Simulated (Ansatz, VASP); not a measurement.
# LaSi3Ru: VASP beside Ansatz

Aim: how closely do two programs agree when they are given the same cell, functional and k mesh?

Method: plane waves, with VASP 6.6.1 beside it; single point at r2SCAN, in Ansatz 0.2.0.

## Step 1: The structure

It takes space group I4mm (No. 107, tetragonal). The conventional cell has a = 4.265 Å, b = 4.265 Å, c = 9.964 Å, α = 90.00°, β = 90.00°, γ = 90.00°. La has 12 Si at 3.12 to 3.37 Å and 5 Ru at 3.39 to 3.42 Å nearest. Nearest to Si lie 1 Ru at 2.37 Å and 4 Si at 2.65 Å and 4 La at 3.12 Å. Si has 2 Ru at 2.38 Å and 6 Si at 2.65 to 3.02 Å and 4 La at 3.19 to 3.37 Å nearest. Nearest to Ru lie 5 Si at 2.37 to 2.38 Å and 5 La at 3.39 to 3.42 Å. Farther neighbours are not listed.

Coordinates:

```cif
data_structure
_symmetry_space_group_name_H-M 'I4mm'
_symmetry_Int_Tables_number 107
_cell_length_a 4.2655
_cell_length_b 4.2655
_cell_length_c 9.9645
_cell_angle_alpha 90.000
_cell_angle_beta 90.000
_cell_angle_gamma 90.000
_cell_volume 181.29
loop_
_atom_site_label
_atom_site_type_symbol
_atom_site_symmetry_multiplicity
_atom_site_Wyckoff_symbol
_atom_site_fract_x
_atom_site_fract_y
_atom_site_fract_z
_atom_site_occupancy
La1 La 2 a 0.50000 0.50000 0.49929 1
Si1 Si 2 a 0.00000 0.00000 0.41773 1
Si2 Si 4 b 0.50000 0.00000 0.26066 1
Ru1 Ru 2 a 0.50000 0.50000 0.15565 1
```

## Step 2: VASP: single point, r2SCAN

With cell and atoms fixed, the geometry can't cause a difference; cores, projectors, grids and the points listed under the comparison can.

Lines of VASP's logs that name or quote its potential files are left out, and so is its time.

Contents of INCAR:

```
SYSTEM = LaSi3Ru
PREC = Accurate
ENCUT = 400
EDIFF = 1E-06
NELM = 100
ISMEAR = -1
SIGMA = 0.05
LREAL = .FALSE.
ALGO = Normal
METAGGA = R2SCAN
LASPH = .TRUE.
NBANDS = 24
LORBIT = 11
LWAVE = .FALSE.
LCHARG = .FALSE.
KPAR = 4
ISIF = 2
```

Contents of POSCAR:

```
LaSi3Ru
1.0
   -2.1327286600      2.1327286600      4.9822326100
    2.1327286600     -2.1327286600      4.9822326100
    2.1327286600      2.1327286600     -4.9822326100
La Si Ru
1 3 1
Direct
    0.9992937100      0.9992937100      0.0000000000
    0.4177275300      0.4177275300      0.0000000000
    0.2606647200      0.7606647200      0.5000000000
    0.7606647200      0.2606647200      0.5000000000
    0.6556503100      0.6556503100      0.0000000000
```

Contents of KPOINTS:

```
Automatic mesh
0
Gamma
6 6 6
0 0 0
```

PAW data sets: La, Si and Ru_pv (PBE family, release 64).

Started as:

```console
mpirun -np 4 vasp_std
```

Numbers of over 12 decimals in the logs are rounded to 6 here.

Output:

```text
[banner, memory and clock lines left out]
running    4 mpi-ranks, on    1 nodes
 distrk:  each k-point on    1 cores,    4 groups
 distr:  one band on    1 cores,    1 groups

 POSCAR found type information on POSCAR LaSiRu
 POSCAR found :  3 types and       5 ions
|                                                                             |
|               ----> ADVICE to this user running VASP <----                  |
|                                                                             |
|     You enforced a specific xc type in the INCAR file but a different       |
|     [... a line on the potential file left out ...]
|     I HOPE YOU KNOW WHAT YOU ARE DOING!                                     |
|                                                                             |

 LDA part: xc-table for (None), standard interpolation
 POSCAR, INCAR and KPOINTS ok, starting setup
 FFT: planning ... GRIDC
 FFT: planning ... GRID_SOFT
 FFT: planning ... GRID
 WAVECAR not read
 entering main loop
       N       E                     dE             d eps       ncg     rms          rms(c)
DAV:   1     0.192556972156E+03    0.19256E+03   -0.14841E+04  1816   0.162E+03
DAV:   2    -0.569382933342E+02   -0.24950E+03   -0.24068E+03  1680   0.333E+02
DAV:   3    -0.929264162049E+02   -0.35988E+02   -0.34855E+02  2304   0.118E+02
DAV:   4    -0.950800471514E+02   -0.21536E+01   -0.21381E+01  2408   0.332E+01
DAV:   5    -0.951917410494E+02   -0.11169E+00   -0.11160E+00  2104   0.591E+00    0.180E+01
DAV:   6    -0.855846989972E+02    0.96070E+01   -0.13378E+01  2032   0.270E+01    0.606E+00
DAV:   7    -0.851572759053E+02    0.42742E+00   -0.46760E+00  2448   0.168E+01    0.506E+00
DAV:   8    -0.851531615193E+02    0.41144E-02   -0.42197E-01  2280   0.497E+00    0.200E+00
DAV:   9    -0.851576443932E+02   -0.44829E-02   -0.17237E-01  2216   0.296E+00    0.828E-01
DAV:  10    -0.851568086861E+02    0.83571E-03   -0.33271E-02  2472   0.156E+00    0.158E-01
DAV:  11    -0.851572680169E+02   -0.45933E-03   -0.20381E-03  2368   0.274E-01    0.802E-02
DAV:  12    -0.851574866443E+02   -0.21863E-03   -0.59883E-04  2520   0.140E-01    0.481E-02
DAV:  13    -0.851575121437E+02   -0.25499E-04   -0.26908E-04  2224   0.106E-01    0.125E-02
DAV:  14    -0.851575211768E+02   -0.90331E-05   -0.10383E-04  2640   0.690E-02    0.110E-02
[...]
DAV:  28    -0.851588405394E+02   -0.13262E-02   -0.11816E-02  1944   0.728E-01    0.103E-01
DAV:  29    -0.851577185878E+02    0.11220E-02   -0.44248E-03  2136   0.520E-01    0.577E-02
DAV:  30    -0.851575325828E+02    0.18600E-03   -0.26612E-03  2376   0.287E-01    0.284E-03
DAV:  31    -0.851575277929E+02    0.47899E-05   -0.18919E-04  2056   0.790E-02    0.127E-02
DAV:  32    -0.851575410309E+02   -0.13238E-04   -0.24877E-05  2576   0.326E-02    0.133E-02
DAV:  33    -0.851575469807E+02   -0.59498E-05   -0.79421E-06  2280   0.139E-02    0.882E-03
DAV:  34    -0.851575485079E+02   -0.15272E-05   -0.10030E-06  1624   0.630E-03    0.680E-03
DAV:  35    -0.851575491087E+02   -0.60080E-06   -0.25690E-07  1264   0.526E-03
   1 F= -.85157549E+02 E0= -.85150711E+02  d E =-.136758E-01
```

Parts of OUTCAR (step 2):

```text
ion  position               nearest neighbor table
   1  0.999  0.999  0.000-   2 3.12   2 3.12   2 3.12   2 3.12   4 3.19   4 3.19   3 3.19   3 3.19
                             4 3.37   3 3.37   4 3.37   3 3.37   5 3.39   5 3.39   5 3.39   5 3.39
   2  0.418  0.418  0.000-   5 2.37   4 2.65   3 2.65   3 2.65   4 2.65   1 3.12   1 3.12   1 3.12
                             1 3.12
   3  0.261  0.761  0.500-   5 2.38   5 2.38   2 2.65   2 2.65   4 3.02   4 3.02   4 3.02   4 3.02
                             1 3.19   1 3.19   1 3.37   1 3.37
   4  0.761  0.261  0.500-   5 2.38   5 2.38   2 2.65   2 2.65   3 3.02   3 3.02   3 3.02   3 3.02
                             1 3.19   1 3.19   1 3.37   1 3.37
   5  0.656  0.656  0.000-   2 2.37   4 2.38   3 2.38   3 2.38   4 2.38   1 3.39   1 3.39   1 3.39
                             1 3.39   1 3.42

  LATTYP: Found a body centered tetragonal cell.
 ALAT       =     4.2654573200
 C/A-ratio  =     2.3360836770

 Subroutine GETGRP returns: Found  8 space group operations
 (whereof  8 operations were pure point group operations)

The static configuration has the point symmetry C_4v.

 Found     30 irreducible k-points:

   k-points           NKPTS =     30   k-points in BZ     NKDIM =     30   number of bands    NBANDS=     24

   dimension x,y,z NGX =    40 NGY =   40 NGZ =   40
   dimension x,y,z NGXF=    80 NGYF=   80 NGZF=   80

   ENCUT  =  400.0 eV  29.40 Ry    5.42 a.u.   9.50  9.50  9.50*2*pi/ulx,y,z

   NELECT =      37.0000    total number of electrons

 k-points in reciprocal lattice and weights: Automatic mesh
   0.00000000  0.00000000  0.00000000       0.005
   0.16666667 -0.00000000  0.00000000       0.037
   0.33333333 -0.00000000  0.00000000       0.037
   0.50000000  0.00000000  0.00000000       0.019
   0.16666667  0.16666667  0.00000000       0.037
   0.33333333  0.16666667  0.00000000       0.074
   0.50000000  0.16666667  0.00000000       0.074
  -0.33333333  0.16666667 -0.00000000       0.074
  -0.16666667  0.16666667  0.00000000       0.019
[...]
-0.33333333 -0.33333333  0.33333333       0.009
   0.50000000  0.50000000  0.50000000       0.005

 average (electrostatic) potential at core
       1 -99.7447       2 -82.5819       3 -82.7730       4 -82.7730       5 -74.5919

 E-fermi :   9.4700

 k-point     1 :       0.0000    0.0000    0.0000
  band No.  band energies     occupation
    ...
     14       6.6003      2.00000
     15       7.4161      2.00000
     16       7.7149      2.00000
     17       8.6827      2.00000
     18       8.6827      2.00000
     19      10.0641      0.00001
     20      10.0641      0.00001
     21      11.3827      0.00000
     22      12.1211      0.00000
     23      12.3008      0.00000
    ...

 k-point     2 :       0.1667   -0.0000    0.0000
  band No.  band energies     occupation
    ...
     15       7.2507      2.00000
     16       7.6296      2.00000
     17       8.6640      2.00000
     18       8.7128      2.00000
     19       9.4568      1.13132
     20       9.6433      0.06053
     21      11.4576      0.00000
     22      12.1843      0.00000
     23      12.3831      0.00000
     24      12.4691      0.00000

 k-point     3 :       0.3333   -0.0000    0.0000
  band No.  band energies     occupation
    ...
     15       7.4580      2.00000
     16       7.7239      2.00000
     17       8.1575      2.00000
     18       8.5105      2.00000
     19       9.2807      1.95556
     20       9.9105      0.00030
     21      11.5732      0.00000
     22      12.2693      0.00000
     23      12.4842      0.00000
     24      12.5446      0.00000

  Total       -0.1686188     -0.1686188      0.1427997      0.0000000      0.0000000      0.0000000
  in kB       -2.9803096     -2.9803096      2.5239610      0.0000000      0.0000000      0.0000000
  external PRESSURE =      -1.1455527 kB  Pullay stress =       0.0000000 kB

  energy-cutoff  :      400.00
  volume of cell :       90.65
      direct lattice vectors                 reciprocal lattice vectors
    -2.132728660  2.132728660  4.982232610     0.000000000  0.234441450  0.100356615
     2.132728660 -2.132728660  4.982232610     0.234441450  0.000000000  0.100356615
     2.132728660  2.132728660 -4.982232610     0.234441450  0.234441450  0.000000000

 POSITION                                       TOTAL-FORCE (eV/Angst)
 -----------------------------------------------------------------------------------
      0.00000      0.00000      9.95743        -0.000000     -0.000000     -0.066442
      0.00000      0.00000      4.16243         0.000000      0.000000      0.063774
      2.13273      0.00000      2.59738        -0.000000      0.000000      0.009762
      0.00000      2.13273      2.59738         0.000000     -0.000000      0.009762
      0.00000      0.00000      6.53320         0.000000      0.000000     -0.016856
 -----------------------------------------------------------------------------------
    total drift:                               -0.000007     -0.000007      0.003032

  FREE ENERGIE OF THE ION-ELECTRON SYSTEM (eV)
  ---------------------------------------------------
  free  energy   TOTEN  =       -85.1575491087 eV

  energy  without entropy=      -85.1438733260  energy(sigma->0) =      -85.15071122

 total charge
# of ion       s       p       d       f       tot
--------------------------------------------------
    1        1.988   5.681   0.744   0.144   8.557
    2        0.784   0.874   0.000   0.000   1.658
    3        0.774   0.844   0.000   0.000   1.618
    4        0.774   0.844   0.000   0.000   1.618
    5        0.385   6.309   6.243   0.000  12.937
--------------------------------------------------
tot          4.705  14.551   6.988   0.144  26.388

[... 3 further parts left out ...]
```

The run ends at a pressure of -0.11 GPa, with forces up to 0.066 eV/Å.

## Step 3: Ansatz: single point, r2SCAN

Ansatz runs on its default PAW (the set named soft_2) files.

The same cell, functional, mesh and smearing now go to Ansatz, which takes its cutoff from its data sets.

Contents of input.yaml:

```yaml
crystal:
  lattice:
    - [-2.13272866, 2.13272866, 4.98223261]
    - [2.13272866, -2.13272866, 4.98223261]
    - [2.13272866, 2.13272866, -4.98223261]
  atoms:
    - { symbol: La, position: [0.99929371, 0.99929371, 0.0] }
    - { symbol: Si, position: [0.41772753, 0.41772753, 0.0] }
    - { symbol: Si, position: [0.26066472, 0.76066472, 0.5] }
    - { symbol: Si, position: [0.76066472, 0.26066472, 0.5] }
    - { symbol: Ru, position: [0.65565031, 0.65565031, 0.0] }
hamiltonian:
  xc: r2scan
  pseudopotentials: { kind: paw }
kpoints:
  mp_grid: { grid: [6, 6, 6] }
scf:
  occupations: { method: fermi_dirac, width: 0.05 }
  n_extra_bands: 5
output:
  forces: true
  stress: true
  eigenvalues: true
```

Started as:

```console
ansatz run input.yaml --threads 2 --pin off --max-ram 4608MiB --backend cpu --events-out ev --progress --plain --runs-dir out
```

Output:

```text
scf.n_extra_bands = 5 over 20 filled bands (N_el = 39.0): the run solves 25 bands
Engine: ansatz 0.2.0, aarch64-unknown-linux-gnu
Pseudopotentials: kind: paw
Pseudopotential: La, paw, valence charge 11, recommended cutoff 500 eV (meta_gga), La.paw.azcp
Pseudopotential: Si, paw, valence charge 4, recommended cutoff 500 eV (meta_gga), Si.paw.azcp
Pseudopotential: Ru, paw, valence charge 16, recommended cutoff 500 eV (meta_gga), Ru.paw.azcp
Functional definition: r2SCAN
  parameter k0 = 0.174
  parameter k1 = 0.065
  parameter a1 = 4.9479
  exchange = r2scan_x(k0 = k0, k1 = k1, a1 = a1)
  correlation = r2scan_c
Crystal: 5 atoms, lattice volume = 90.647 Å³
Basis set: ecut = 500 eV, 2307 PW (Γ), exchange–correlation on 180×180×180 points (64 copies of the dense FFT grid, shifted against one another)
Bands: 25, of which v1, the nominal top of the filled ones, is band 20 counted from 1 (19 counted from 0)
Symmetry: 8 space group operations
Space group: I4mm (ITA 107), of the structure as read, at distance tolerance 4.5e-5 Å
k-points: 30 of 216 (time reversal used)
Non-local potential: La, projectors of the file, l = 0: 3, l = 1: 2, l = 2: 2, l = 3: 3
Non-local potential: Si, projectors of the file, l = 0: 2, l = 1: 2, l = 2: 2
Non-local potential: Ru, projectors of the file, l = 0: 3, l = 1: 2, l = 2: 2, l = 3: 1
PAW form: soft (Blöchl's): semilocal exchange-correlation on the pseudo side does not see the compensation charge
PAW frozen core: La, regenerated for the run's functional (the file was generated under x = pbe(κ = 0.804, μ = 0.219515), c = pbe(β = 0.066725))
PAW frozen core: Si, regenerated for the run's functional (the file was generated under x = pbe(κ = 0.804, μ = 0.219515), c = pbe(β = 0.066725))
PAW frozen core: Ru, regenerated for the run's functional (the file was generated under x = pbe(κ = 0.804, μ = 0.219515), c = pbe(β = 0.066725))
PAW one-centre angular grid: La, 974 points (default); XC on 160 Gauss nodes
PAW one-centre angular grid: Si, 302 points (default); XC on 160 Gauss nodes
PAW one-centre angular grid: Ru, 590 points (default); XC on 160 Gauss nodes
Initial density: superposition of atomic densities (neutral atoms: chi_scale 0, normalization atom), corrected by the library's trained network
Initial wavefunctions: pseudopotential atomic-orbital guess
Functional: x = r2scan, c = r2scan; τ floored in thin density (d = 2e-4 eV/Å³)
SCF iter   1: F=—  HF=-14076.161236 eV  |F-HF|=—  |Δ(HF+E_count)|=         —  Δρ=9.07e-3  dr2=1.46e-1  dr2_τ=3.24e-2  ethr=1.77e-3  ⟨swp⟩=6.0  Hψ=3571  notcnv=0
preconditioner: auto → Kerker (q_TF=auto, 2.371 Å⁻¹)  [metal: Δε(μ)=0.074 eV  Ē_g=9.023 eV  σ=0.050 eV  W_gap=0.34  n_scr=14 (ndim 8)  ℏωp=21.0 eV  f_vac=0.000  D(μ)=1.55/eV (n_scr^D=10)]
SCF iter   2: F=—  HF=-14076.243079 eV  |F-HF|=—  |Δ(HF+E_count)|=   8.18e-2  Δρ=5.62e-3  dr2=2.64e-2  dr2_τ=5.32e-3  ethr=3.73e-4  ⟨swp⟩=3.6  Hψ=1707  notcnv=0  defer=11
SCF iter   3: F=—  HF=-14076.242159 eV  |F-HF|=—  |Δ(HF+E_count)|=   9.20e-4  Δρ=2.66e-3  dr2=1.14e-2  dr2_τ=4.36e-4  ethr=6.77e-5  ⟨swp⟩=3.3  Hψ=1308  notcnv=0  defer=11
SCF iter   4: F=—  HF=-14076.241480 eV  |F-HF|=—  |Δ(HF+E_count)|=   6.79e-4  Δρ=6.53e-4  dr2=3.30e-4  dr2_τ=2.32e-5  ethr=2.92e-5  ⟨swp⟩=3.1  Hψ=1413  notcnv=0  defer=11
SCF iter   5: F=—  HF=-14076.241585 eV  |F-HF|=—  |Δ(HF+E_count)|=   1.06e-4  Δρ=2.23e-4  dr2=9.38e-5  dr2_τ=2.55e-6  ethr=8.45e-7  ⟨swp⟩=2.0  Hψ=1370  notcnv=0  defer=11
SCF iter   6: F=—  HF=-14076.241537 eV  |F-HF|=—  |Δ(HF+E_count)|=   4.87e-5  Δρ=6.69e-5  dr2=6.63e-6  dr2_τ=5.90e-8  ethr=2.41e-7  ⟨swp⟩=2.5  Hψ=1254  notcnv=0  defer=11
SCF iter   7: F=—  HF=-14076.241539 eV  |F-HF|=—  |Δ(HF+E_count)|=   1.74e-6  Δρ=1.08e-5  dr2=1.41e-7  dr2_τ=3.99e-9  ethr=1.70e-8  ⟨swp⟩=2.0  Hψ=1225  notcnv=0  defer=11
SCF iter   8: F=-14076.241539 eV  HF=-14076.241539 eV  |F-HF|=3.24e-9  |Δ(HF+E_count)|=   2.91e-8  Δρ=2.47e-6  dr2=9.39e-9  dr2_τ=4.30e-10  ethr=2.56e-10  ⟨swp⟩=8.5  Hψ=3546  notcnv=0
SCF 1 converged in 8 iterations: F = -14076.241539 eV  dr2 = 9.39e-9
  greatest PAW one-centre occupation: 0.997 electrons in one spin orbital (limit 2), on the Ru atom at site 4 (counted from 0), in its partial waves of l = 1
SCF converged after 8 iterations
Free energy (F): -14076.241539 eV
Harris-Foulkes:  -14076.241539 eV  (|F-HF|=3.24e-9)
Internal energy: -14076.227864 eV  (E = F + TS)
E sigma→0 (E₀):  -14076.234701 eV
Entropy (-TS):   -0.013674 eV (-2.735 meV/atom)
Fermi energy:    12.629618 eV
--- Per-component energies (eV) ---
  E_band       = -175.407680
  E_kinetic    = 834.633563
  E_local      = -2606.267503  (includes V_loc(G=0)·N_el)
  E_nonlocal   = 510.741739
  E_hartree    = 967.042930
  E_xc         = -474.830173
  E_vxc        = -583.077524  (∫ρ·V_xc dr)
  E_paw        = -10475.045440  (= ΣΔE_a)
  E_vpaw       = -299.132915  (= ΣTr[D̂ρ^β])
  E_aug_tail   = 0.000124  (compensation charges beyond the density's cutoff)
  E_vtau       = 33.606742  (kinetic-family band-sum trace: ∫τ·v_τ [+ j·A + Jᵃ·Aᵃ] dr)
  E_ewald      = -2832.031363
  E_core_change = -0.471742  (= ΣΔE_core)
  E_smearing   = -0.013674  (= −TS)
  E_closure    = -0.000000  (closes the sum)
  Σ components = -14076.241539   (vs F -14076.241539, Δ=0.00e0)
--- Forces (eV/Å), atoms counted from 1 ---
  atom   1  La    -0.00000000    -0.00000000    -0.06214669
  atom   2  Si    -0.00000000     0.00000000     0.07163078
  atom   3  Si    -0.00000000    -0.00000000    -0.00651475
  atom   4  Si     0.00000000     0.00000000    -0.00651475
  atom   5  Ru     0.00000000     0.00000000     0.00353634
  max |Σ_I F_I| component: 9.07e-6 eV/Å
--- Stress (GPa, compression-positive) ---
       -0.203420       0.000000      -0.000000
        0.000000      -0.203420       0.000000
       -0.000000       0.000000       0.402896
  P = ⅓ Tr σ = -0.0013 GPa (-0.013 kbar)
--- Band table (eV; the first three rows and the last of 30) ---
  k-point 0: bands = [... 16 lower, 10.8766, 11.8410, 11.8410, 13.2251, 13.2251, 14.5497, 15.2668, 15.4191, ... 1 higher]
  k-point 1: bands = [... 16 lower, 10.7220, 11.4480, 11.9971, 12.3664, 13.0398, 14.8385, 15.4266, 15.4865, ... 1 higher]
  k-point 2: bands = [... 16 lower, 11.1904, 11.2686, 11.4088, 11.8800, 14.8670, 15.1791, 15.3410, 15.5234, ... 1 higher]
  k-point 29: bands = [... 16 lower, 10.7872, 10.9640, 13.0276, 13.8787, 13.8787, 14.6909, 14.7736, 15.1986, ... 1 higher]
```

Wall time 17 s (2 threads of Arm Neoverse N1, shared host); peak memory 0.75 GiB; 34 s of CPU time.

In the SCF lines HF is the Harris–Foulkes energy and dr2 the Hartree energy of the density residual, in eV; the loop may stop once dr2 is under the threshold and the program's other checks hold. Hψ counts applications of the Hamiltonian.

The run ends at a pressure of 0.00 GPa, with forces up to 0.072 eV/Å.

## Step 4: Side by side

Known differences besides the potentials themselves: VASP keeps PBE cores, Ansatz makes them for the functional; the data sets hold 39 valence electrons in Ansatz (default PAW (the set named soft_2) files) and 37 in VASP; the cutoff is 500 eV in Ansatz and 400 eV in VASP. Total energies have different zeros and are not compared.

The two programs side by side:

```
      quantity  Ansatz   VASP  difference
pressure (GPa)    0.00  -0.11       +0.11
```

Forces (eV/Å; atoms numbered as in POSCAR):

```
atom        Ansatz x, y, z          VASP x, y, z
 La1  0.000, 0.000, -0.062  0.000, 0.000, -0.066
 Si2   0.000, 0.000, 0.072   0.000, 0.000, 0.064
 Si3  0.000, 0.000, -0.007   0.000, 0.000, 0.010
 Si4  0.000, 0.000, -0.007   0.000, 0.000, 0.010
 Ru5   0.000, 0.000, 0.004  0.000, 0.000, -0.017
```

The forces differ by 8.3 meV/Å r.m.s., which is 33.8 % of the r.m.s. force of 0.02 eV/Å (both taken over all components). Ansatz's pressure holds a Pulay correction of 0.04 GPa; VASP's holds none.

## Step 5: What came out

```json
{
 "difference in pressure (single point, r2SCAN)": "0.11 GPa",
 "r.m.s. force difference (single point, r2SCAN)": "8.3 meV/Å"
}
```

The r.m.s. force difference is 8.3 meV/Å (single point, r2SCAN), within the 12 meV/Å picked in this series as the mark of a large difference. 1 further run of this series is not shown here. How closely two codes agree says nothing of how well the functional describes the real material.

[Lines on the potential files, build, host, timing and source positions are cut from VASP's logs without a mark.]

[Logs are printed without paths, hosts, clocks, repeated set-up lines and the standing remarks that a program may print on its own settings, such as how far it seeks lower states.]

[Hosts, paths, dates, database ids (printed as entryN), source tags and the programs' standing remarks are cut or masked in the printed files.]
